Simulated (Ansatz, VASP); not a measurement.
One calculation of BaAgF3, two programs

```
Ba Ag F
1.0
     4.57915    0.00000    0.00000
     0.00000    4.57915    0.00000
     0.00000    0.00000    4.57915
Ba Ag F
1 1 3
Direct
  0.00000 0.00000 0.00000
  0.50000 0.50000 0.50000
  0.00000 0.50000 0.50000
  0.50000 0.50000 0.00000
  0.50000 0.00000 0.50000
```

Alike in both runs: functional PBE; k mesh 8 × 8 × 8; no spin polarisation.

Ansatz relaxed the structure, and its values are those at the end. VASP's run is a single point on that final structure, the one shown.

```csv
,VASP,Ansatz
version,VASP 6.6.1,Ansatz 0.2.0
potentials or method,"VASP PAW PBE potentials, release 64 (Ba_sv, Ag, F)","scalar-relativistic, plane waves, PAW"
plane-wave cutoff (eV),520,420
occupations,"gaussian, width 0.01 eV",fixed
valence electrons in the cell,42,50
```

```csv
,VASP,Ansatz,Ansatz less VASP
gap on the k mesh at the Fermi level (eV),0.26,0.29,+0.036
least direct gap on the mesh (eV),2.13,2.17,+0.046
pressure (GPa),0.0,0.0,0.00
```

The two sets of potentials don't hold the same shells in valence.

Caveats: spin-orbit coupling is left out, which moves the levels of the heavy elements.
